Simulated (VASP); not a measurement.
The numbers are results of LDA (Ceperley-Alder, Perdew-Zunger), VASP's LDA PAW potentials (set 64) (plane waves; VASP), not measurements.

The input files of a VASP run:

File POSCAR:
```
Al
1
    1.7784240000     1.0267740000     3.2978710000
   -1.7784240000     1.0267740000     3.2978710000
    0.0000000000    -2.0535480000     3.2978710000
Al
2
Direct
  0.2188130000   0.2191600000   0.2394740000
  0.7811870000   0.7808400000   0.7605260000
```

### INCAR
```
SYSTEM = Al
PREC = Accurate
ENCUT = 300
EDIFF = 1E-6
NELM = 100
ALGO = Normal
LREAL = .FALSE.
LASPH = .TRUE.
ISMEAR = 0
SIGMA = 0.272
LWAVE = .FALSE.
LCHARG = .FALSE.
ISIF = 2
```

KPOINTS:
```
Automatic mesh
0
Gamma
8 8 8
0 0 0
```

POTCAR, in this order: Al (LDA.64 set). Program: vasp_std.

The resulting files:

**OSZICAR**
```
       N       E                     dE             d eps       ncg     rms          rms(c)
DAV:   1    -0.164361006742E+01   -0.16436E+01   -0.17200E+03  3689   0.429E+02
DAV:   2    -0.691740648867E+01   -0.52738E+01   -0.50074E+01  5124   0.406E+01
DAV:   3    -0.696068241575E+01   -0.43276E-01   -0.42692E-01  5012   0.472E+00
DAV:   4    -0.696078344898E+01   -0.10103E-03   -0.10097E-03  5558   0.215E-01
DAV:   5    -0.696078351869E+01   -0.69711E-07   -0.70506E-07  5103   0.412E-03    0.233E+00
DAV:   6    -0.686067021803E+01    0.10011E+00   -0.13705E-01  4725   0.157E+00    0.127E+00
DAV:   7    -0.683560755697E+01    0.25063E-01   -0.89579E-02  5376   0.137E+00    0.238E-01
DAV:   8    -0.683475796454E+01    0.84959E-03   -0.50395E-03  3871   0.493E-01    0.795E-02
DAV:   9    -0.683471481895E+01    0.43146E-04   -0.31111E-04  4886   0.970E-02    0.607E-02
DAV:  10    -0.683470486943E+01    0.99495E-05   -0.36084E-05  4683   0.334E-02    0.299E-03
DAV:  11    -0.683470461099E+01    0.25845E-06   -0.31045E-06  4270   0.978E-03
   1 F= -.68347046E+01 E0= -.68157449E+01  d E =-.379195E-01
```

OUTCAR:
```
------------------------ aborting loop because EDIFF is reached ----------------------------------------
  FORCE on cell =-STRESS in cart. coord.  units (eV):
  Direction    XX          YY          ZZ          XY          YZ          ZX
  --------------------------------------------------------------------------------------
  Total        2.5749939      4.4351738      1.7582563     -0.0135654      0.7912762      0.0074106
  in kB      114.1804368    196.6645758     77.9646381     -0.6015180     35.0867878      0.3285996
  external PRESSURE =     129.6032169 kB  Pullay stress =       0.0000000 kB
  volume of cell :       36.13
      direct lattice vectors                 reciprocal lattice vectors
     1.778424000  1.026774000  3.297871000     0.281147803  0.162320692  0.101075310
    -1.778424000  1.026774000  3.297871000    -0.281147803  0.162320692  0.101075310
     0.000000000 -2.053548000  3.297871000     0.000000000 -0.324641385  0.101075310
 POSITION                                       TOTAL-FORCE (eV/Angst)
 -----------------------------------------------------------------------------------
     -0.00062     -0.04207      2.23413         0.008209      0.773551      3.180750
      0.00062      0.04207      7.65948        -0.008209     -0.773551     -3.180750
 -----------------------------------------------------------------------------------
    total drift:                               -0.000000      0.000000     -0.000000
  FREE ENERGIE OF THE ION-ELECTRON SYSTEM (eV)
  ---------------------------------------------------
  free  energy   TOTEN  =        -6.8347046110 eV

  energy  without entropy=       -6.7967850982  energy(sigma->0) =       -6.81574485
```
(Selected blocks of OUTCAR.)

The structure was generated: Al was put into an ordered model structure, which need not be its known phase. The cell was not relaxed at this level, atoms are displaced from their ideal sites. The run is one of a series of settings (GGA removed, POTCAR Al (LDA.64 set) against the base run), some of them coarse on purpose.
